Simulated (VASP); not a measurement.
Calculation: r2SCAN meta-GGA, VASP's PBE PAW potentials (set 64) (plane waves; VASP).

VASP ran on this input.

File KPOINTS:
```
K-points
0
gamma
 4 6 4
```

INCAR:
```
ALGO  =  Normal
EDIFF  =  1E-6
EDIFFG  =  -0.02
ENCUT  =  520
IBRION  =  2
ISIF  =  3
ISMEAR  =  0
LASPH  =  .True.
LCHARG  =  .False.
LMAXMIX  =  4
LMIXTAU  =  .True.
LREAL  =  .False.
LWAVE  =  .False.
METAGGA  =  R2SCAN
NELM  =  100
NSW  =  60
PREC  =  Accurate
SIGMA  =  0.05
SYSTEM  =  Al3GaN4
```

File POSCAR:
```
Al3GaN4
1
    5.0456648471     0.0000000000    -0.0002743227
    0.0000000000     3.1309593775     0.0000000000
   -0.0036529819     0.0000000000     5.4193128953
Al Ga N
3 1 4
Direct
  0.5000564267   0.5000000000   0.1674056450
  0.0009714588   0.5000000000   0.8350530874
  0.0010269474   0.0000000000   0.3315112827
  0.4996257079   0.0000000000   0.6662146770
  0.1107947690   0.0000000000   0.6663040080
  0.1225896313   0.5000000000   0.1672236195
  0.6253015812   0.5000000000   0.8405198818
  0.6232334777   0.0000000000   0.3259677985
```

POTCAR, in this order: Al Ga_d N (PBE.64 set). Program: vasp_std.

What VASP printed:

OSZICAR:
```
       N       E                     dE             d eps       ncg     rms          rms(c)
DAV:   1     0.347561286890E+03    0.34756E+03   -0.20496E+04  2112   0.209E+03
DAV:   2    -0.438715071806E+02   -0.39143E+03   -0.37853E+03  2530   0.513E+02
DAV:   3    -0.952458002897E+02   -0.51374E+02   -0.50280E+02  2322   0.158E+02
DAV:   4    -0.975260115183E+02   -0.22802E+01   -0.22724E+01  2872   0.360E+01
DAV:   5    -0.975684742197E+02   -0.42463E-01   -0.42382E-01  2658   0.465E+00    0.170E+01
DAV:   6    -0.812982243171E+02    0.16270E+02   -0.33632E+01  3192   0.584E+01    0.719E+00
DAV:   7    -0.783525910571E+02    0.29456E+01   -0.22753E+00  2380   0.121E+01    0.403E+00
DAV:   8    -0.830824498877E+02   -0.47299E+01   -0.42790E+00  2536   0.149E+01    0.325E+00
DAV:   9    -0.798224433663E+02    0.32600E+01   -0.17471E+00  2146   0.961E+00    0.594E-01
DAV:  10    -0.795297167379E+02    0.29273E+00   -0.34844E-01  2726   0.516E+00    0.240E-01
DAV:  11    -0.795364645976E+02   -0.67479E-02   -0.46242E-02  2264   0.215E+00    0.370E-01
DAV:  12    -0.795436819748E+02   -0.72174E-02   -0.39395E-03  3080   0.570E-01    0.311E-01
DAV:  13    -0.795494735154E+02   -0.57915E-02   -0.14630E-03  2432   0.657E-01    0.150E-01
DAV:  14    -0.795579276799E+02   -0.84542E-02   -0.33483E-03  2210   0.558E-01    0.499E-02
DAV:  15    -0.795580575189E+02   -0.12984E-03   -0.21476E-04  2910   0.166E-01    0.496E-02
DAV:  16    -0.795580165811E+02    0.40938E-04   -0.28965E-05  3144   0.118E-01    0.419E-02
DAV:  17    -0.795580624282E+02   -0.45847E-04   -0.11309E-04  2948   0.230E-01    0.740E-03
DAV:  18    -0.795580667021E+02   -0.42739E-05   -0.16228E-05  3082   0.440E-02    0.134E-02
DAV:  19    -0.795580737814E+02   -0.70793E-05   -0.80208E-06  2200   0.468E-02    0.274E-03
DAV:  20    -0.795580764981E+02   -0.27166E-05   -0.21978E-06  1636   0.406E-02    0.580E-03
DAV:  21    -0.795580792782E+02   -0.27801E-05   -0.11934E-06  1576   0.123E-02    0.263E-03
DAV:  22    -0.795580797105E+02   -0.43231E-06   -0.30208E-07  1178   0.567E-03
   1 F= -.79558080E+02 E0= -.79558080E+02  d E =-.795581E+02
       N       E                     dE             d eps       ncg     rms          rms(c)
DAV:   1    -0.795794469606E+02   -0.21368E-01   -0.69402E-01  2812   0.129E+01    0.898E-01
DAV:   2    -0.795617451788E+02    0.17702E-01   -0.55390E-02  3032   0.507E+00    0.380E-01
DAV:   3    -0.795586151934E+02    0.31300E-02   -0.78170E-03  3184   0.221E+00    0.135E-01
DAV:   4    -0.795574609819E+02    0.11542E-02   -0.40235E-03  3052   0.595E-01    0.590E-02
DAV:   5    -0.795584564829E+02   -0.99550E-03   -0.88944E-04  2138   0.287E-01    0.414E-02
DAV:   6    -0.795584774260E+02   -0.20943E-04   -0.41463E-05  2760   0.583E-02    0.421E-02
DAV:   7    -0.795584857761E+02   -0.83501E-05   -0.21687E-06  1608   0.173E-02    0.539E-02
DAV:   8    -0.795584709904E+02    0.14786E-04   -0.19219E-05  2696   0.506E-02    0.105E-02
DAV:   9    -0.795584801500E+02   -0.91596E-05   -0.55725E-06  2058   0.235E-02    0.932E-03
DAV:  10    -0.795584801712E+02   -0.21206E-07   -0.24832E-07  1152   0.437E-03
   2 F= -.79558480E+02 E0= -.79558480E+02  d E =-.400461E-03
       N       E                     dE             d eps       ncg     rms          rms(c)
DAV:   1    -0.795645374345E+02   -0.60573E-02   -0.15494E-01  2810   0.613E+00    0.422E-01
DAV:   2    -0.795607022847E+02    0.38351E-02   -0.12192E-02  3000   0.254E+00    0.179E-01
DAV:   3    -0.795600264231E+02    0.67586E-03   -0.17802E-03  3184   0.110E+00    0.633E-02
DAV:   4    -0.795597949386E+02    0.23148E-03   -0.98652E-04  2996   0.283E-01    0.333E-02
DAV:   5    -0.795600186453E+02   -0.22371E-03   -0.18846E-04  2138   0.133E-01    0.247E-02
DAV:   6    -0.795600209179E+02   -0.22726E-05   -0.89171E-06  2752   0.261E-02    0.260E-02
DAV:   7    -0.795600208028E+02    0.11509E-06   -0.21922E-06  1560   0.217E-02
   3 F= -.79560021E+02 E0= -.79560021E+02  d E =-.194109E-02
       N       E                     dE             d eps       ncg     rms          rms(c)
DAV:   1    -0.795600249499E+02   -0.40321E-05   -0.12144E-04  2814   0.187E-01    0.169E-02
DAV:   2    -0.795600237009E+02    0.12490E-05   -0.14840E-05  2784   0.891E-02    0.887E-03
DAV:   3    -0.795600198905E+02    0.38104E-05   -0.70471E-06  2112   0.506E-02    0.251E-03
DAV:   4    -0.795600255305E+02   -0.56400E-05   -0.30230E-06  1782   0.192E-02    0.198E-03
DAV:   5    -0.795600255275E+02    0.30132E-08   -0.27675E-07  1078   0.557E-03
   4 F= -.79560026E+02 E0= -.79560026E+02  d E =-.194582E-02
       N       E                     dE             d eps       ncg     rms          rms(c)
DAV:   1    -0.795601234704E+02   -0.97940E-04   -0.36039E-02  2088   0.145E+00    0.485E-02
DAV:   2    -0.795601302391E+02   -0.67687E-05   -0.93110E-04  2708   0.296E-01    0.281E-02
DAV:   3    -0.795600976022E+02    0.32637E-04   -0.89227E-05  2694   0.836E-02    0.115E-02
DAV:   4    -0.795601051867E+02   -0.75845E-05   -0.29470E-05  2206   0.546E-02    0.521E-03
DAV:   5    -0.795601081500E+02   -0.29633E-05   -0.98028E-06  2188   0.314E-02    0.235E-03
DAV:   6    -0.795601120983E+02   -0.39483E-05   -0.24922E-06  1890   0.153E-02    0.135E-03
DAV:   7    -0.795601122115E+02   -0.11320E-06   -0.40536E-07  1188   0.650E-03
   5 F= -.79560112E+02 E0= -.79560112E+02  d E =-.866841E-04
```

OUTCAR:
```
------------------------ aborting loop because EDIFF is reached ----------------------------------------
  FORCE on cell =-STRESS in cart. coord.  units (eV):
  Direction    XX          YY          ZZ          XY          YZ          ZX
  --------------------------------------------------------------------------------------
  Total        0.0041451     -0.0162744     -0.0105179      0.0000000      0.0000000     -0.0064751
  in kB        0.0779585     -0.3060750     -0.1978113      0.0000000      0.0000000     -0.1217784
  external PRESSURE =      -0.1419760 kB  Pullay stress =       0.0000000 kB
  volume of cell :       85.19
      direct lattice vectors                 reciprocal lattice vectors
     5.038014294  0.000000000 -0.000175982     0.198490906  0.000000000  0.000129967
     0.000000000  3.125222587  0.000000000     0.000000000  0.319977209  0.000000000
    -0.003542726  0.000000000  5.410612215     0.000006456  0.000000000  0.184821973
 POSITION                                       TOTAL-FORCE (eV/Angst)
 -----------------------------------------------------------------------------------
      2.51938      1.56261      0.90517        -0.002572      0.000000     -0.000147
      0.00059      1.56261      4.51797         0.000766      0.000000      0.008181
      0.00367      0.00000      1.79398         0.003651      0.000000     -0.004954
      2.51485      0.00000      3.60427         0.000281      0.000000     -0.000993
      0.55209      0.00000      3.60530        -0.000243      0.000000     -0.002238
      0.61742      1.56261      0.90467         0.008777      0.000000      0.001615
      3.14999      1.56261      4.55192        -0.010780      0.000000     -0.006299
      3.14024      0.00000      1.75981         0.000121      0.000000      0.004835
 -----------------------------------------------------------------------------------
    total drift:                                0.050505      0.000000     -0.006948
  FREE ENERGIE OF THE ION-ELECTRON SYSTEM (eV)
  ---------------------------------------------------
  free  energy   TOTEN  =       -79.5601122115 eV

  energy  without entropy=      -79.5601122115  energy(sigma->0) =      -79.56011221

 reached required accuracy - stopping structural energy minimisation
```
(Selected blocks of OUTCAR.)

CONTCAR:
```
Al3GaN4
   1.00000000000000
     5.0380142942969330    0.0000000000000000   -0.0001759821615213
     0.0000000000000000    3.1252225870495538    0.0000000000000000
    -0.0035427260504116    0.0000000000000000    5.4106122152601603
  Al              Ga              N
     3     1     4
Direct
     0.5001919963244160    0.5000000000000000    0.1673120783569558
     0.0007037426438707    0.5000000000000000    0.8350203178088277
     0.0009612508888030    0.0000000000000000    0.3315667476925599
     0.4996442413644621    0.0000000000000000    0.6661636628461957
     0.1100539483979720    0.0000000000000000    0.6663414258591296
     0.1226696222567915    0.5000000000000000    0.1672070789012523
     0.6258368608687666    0.5000000000000000    0.8413160561014873
     0.6235383372549208    0.0000000000000000    0.3252726323335897
```

The structure comes from a computed database's Al3GaN4 entry (Pm); how it stands against other phases isn't given here. This run relaxes it. Symmetry was kept, so distortions that lower it aren't found. The start is the result of an earlier pass.
